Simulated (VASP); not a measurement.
Input:

```xyz
4
Lattice="1.2331 -2.1358 0.0000 1.2331 2.1358 0.0000 0.0000 0.0000 6.7104" Properties=species:S:1:pos:R:3 pbc="T T T"
C      0.0000     0.0000     1.6776
C      0.0000     0.0000     5.0328
C      1.2331     0.7119     1.6776
C      1.2331    -0.7119     5.0328
```

Computed with PBE GGA with D3 dispersion (Becke-Johnson damping), VASP's PBE PAW potentials (set 64) (plane waves; VASP). Numerical set-up: 520 eV cut-off, Gaussian smearing of 0.050 eV, potentials C.

### Question
Predict the band gap (along the path) with the smallest direct gap where there is one.

### Answer

```yaml
band gap (along the path): none (metal, semimetal or under 0.01 eV)
```

Only differences to runs with the same potentials and settings are physical.

The compound is C in the graphite structure. It was relaxed first.
